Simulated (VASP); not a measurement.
OSZICAR of a VASP run on MgS (space group Fm-3m):

OSZICAR:
```
       N       E                     dE             d eps       ncg     rms          rms(c)
DAV:   1     0.169905957321E+02    0.16991E+02   -0.31989E+03   616   0.640E+02
DAV:   2    -0.823306971195E+01   -0.25224E+02   -0.22776E+02   784   0.949E+01
DAV:   3    -0.890927255058E+01   -0.67620E+00   -0.67620E+00   672   0.216E+01
DAV:   4    -0.891232382179E+01   -0.30513E-02   -0.30513E-02   928   0.155E+00
DAV:   5    -0.891232537272E+01   -0.15509E-05   -0.15509E-05   712   0.343E-02    0.436E+00
RMM:   6    -0.854109428455E+01    0.37123E+00   -0.48065E-01   560   0.404E+00    0.341E+00
RMM:   7    -0.850360607322E+01    0.37488E-01   -0.25084E-01   560   0.310E+00    0.215E+00
RMM:   8    -0.850492992206E+01   -0.13238E-02   -0.25276E-02   560   0.126E+00    0.704E-01
RMM:   9    -0.850273312886E+01    0.21968E-02   -0.47858E-03   560   0.501E-01    0.200E-01
RMM:  10    -0.850280855695E+01   -0.75428E-04   -0.15188E-03   560   0.294E-01    0.810E-02
RMM:  11    -0.850281733138E+01   -0.87744E-05   -0.12222E-04   561   0.109E-01    0.676E-02
RMM:  12    -0.850280647855E+01    0.10853E-04   -0.31357E-05   472   0.531E-02    0.244E-02
RMM:  13    -0.850280482965E+01    0.16489E-05   -0.15339E-05   384   0.322E-02
   1 F= -.85028048E+01 E0= -.85028048E+01  d E =-.850280E+01
```

### Question
Which electronic solver shows in the log?

### Answer
It is blocked Davidson (ALGO = Normal, or the opening steps of other solvers) and then RMM-DIIS (ALGO = Fast or VeryFast). The INCAR had ALGO = Fast.

### Question
Can the final energy be trusted as converged?

### Answer
The run converged. It stopped with EDIFF = 1E-5, NELM = 100, NSW = 20 and EDIFFG = -0.03 after 1 ionic step (PBE GGA, plane waves, VASP's PBE PAW potentials (set 64)).

The structure comes from a computed database's MgS entry (Fm-3m); how it stands against other phases isn't given here. It was relaxed first.
